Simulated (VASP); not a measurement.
An input for Ansatz (written as the equivalent of a VASP run, and not itself run):

Ansatz 0.2 input:
```yaml
crystal:
  lattice:
    - [0.0000000, 2.7504981, 2.7504981]
    - [2.7504981, 0.0000000, 2.7504981]
    - [2.7504981, 2.7504981, 0.0000000]
  atoms:
    - { symbol: Ga, position: [0.0000000, 0.0000000, 0.0000000] }
    - { symbol: P, position: [0.2500000, 0.2500000, 0.2500000] }
kpoints:
  mp_grid: { grid: [8, 8, 8] }
hamiltonian:
  xc: pbe
  pseudopotentials: { kind: paw }
scf:
  occupations: { method: gaussian, width: 0.05 }
  max_iter: 100
relax:
  max_steps: 60
  f_tol: 0.01
  cell: {}
output: { forces: true, stress: true, eigenvalues: true }
```

Question: Translate this input to VASP (INCAR, KPOINTS, POSCAR, choice of POTCAR).

Answer: This is not unique; one that fits is 
### INCAR
```
# general
SYSTEM =GaP
PREC   =Accurate
ENCUT  =400   # plane-wave cut-off (eV)
LREAL  =F   # projection in real space or not
LASPH  =T   # aspherical one-centre terms

# electronic loop
EDIFF  =1E-6   # SCF stop (eV)
NELM   =100   # most electronic steps
ALGO   =Normal
LMAXMIX=4

# smearing
ISMEAR =0
SIGMA  =0.05   # width (eV)

# functional
GGA    =PE

# ions
IBRION =2   # conjugate gradients
NSW    =60   # most ionic steps
ISIF   =3   # ions, shape and volume
EDIFFG =-0.01   # ionic stop

# output
LWAVE  =F
LCHARG =F
```

### POSCAR
```
GaP
1
    0.0000000000     2.7504981288     2.7504981288
    2.7504981288    -0.0000000000     2.7504981288
    2.7504981288     2.7504981288     0.0000000000
Ga P
1 1
Direct
  0.0000000000   0.0000000000   0.0000000000
  0.2500000000   0.2500000000   0.2500000000
```

### KPOINTS
```
Automatic mesh
0
Gamma
8 8 8
0 0 0
```

POTCAR, in this order: Ga_d P (PBE.64 set). Program: vasp_std.

Limits of the translation: each code has its own PAW files, so the cut-off isn't converted (ENCUT is set for VASP's; basis.ecutwfc is left out, and Ansatz then takes the one that its files recommend); Ansatz stops its SCF on the density residual and VASP on the energy change (EDIFF).

The compound is GaP in the zinc blende structure. It was relaxed first. The start is the result of an earlier pass.
